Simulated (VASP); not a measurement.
Level of theory: TPSS meta-GGA, VASP's PBE PAW potentials (set 64) (plane waves; VASP).

A VASP calculation is set up with these files.

INCAR:
```
SYSTEM  =  Mg
PREC  =  Accurate; ENCUT  =  520; LREAL  =  .False.
LASPH  =  .True.
EDIFF  =  1E-6; NELM  =  100; ALGO  =  Normal
LMIXTAU  =  .True.
ISMEAR  =  1; SIGMA  =  0.1
METAGGA  =  TPSS
IBRION  =  2; NSW  =  60; ISIF  =  3
EDIFFG  =  -0.01
LWAVE  =  .False.; LCHARG  =  .False.
```

### KPOINTS
```
Automatic
0
Gamma
12 12 7
```

**POSCAR**
```
Mg
1.0
  1.6050000000  -2.7799420000   0.0000000000
  1.6050000000   2.7799420000   0.0000000000
  0.0000000000   0.0000000000   5.2100000000
Mg
2
direct
  0.3333330000   0.6666670000   0.2500000000
  0.6666670000   0.3333330000   0.7500000000
```

POTCAR, in this order: Mg (PBE.64 set). Program: vasp_std.

Energy and stress use the plane-wave basis of the starting cell.

Question: Predict the energy per atom (σ→0), volume per atom, band gap (on the k-mesh).

Answer: 
```yaml
energy per atom (σ→0): -5327 meV/atom
band gap (on the k-mesh): none (metal, semimetal or under 0.01 eV)
volume_per_atom: 22.72 Å³/atom
```

**OSZICAR**
```
...
DAV:   4    -0.106532912257E+02    0.37832E-06   -0.57818E-08   504   0.212E-03
   5 F= -.10653291E+02 E0= -.10653366E+02  d E =-.188489E-03
       N       E                     dE             d eps       ncg     rms          rms(c)
DAV:   1    -0.106533520829E+02   -0.60479E-04   -0.47988E-04  1236   0.124E-01    0.802E-03
DAV:   2    -0.106533504830E+02    0.15999E-05   -0.29166E-06  1002   0.133E-02    0.487E-03
DAV:   3    -0.106533493466E+02    0.11363E-05   -0.14876E-06   912   0.742E-03    0.123E-04
DAV:   4    -0.106533491385E+02    0.20814E-06   -0.58766E-08   492   0.197E-03
   6 F= -.10653349E+02 E0= -.10653446E+02  d E =-.246402E-03
```

The compound is Mg in the hcp structure. This run relaxes it. Symmetry was kept, so distortions that lower it aren't found.
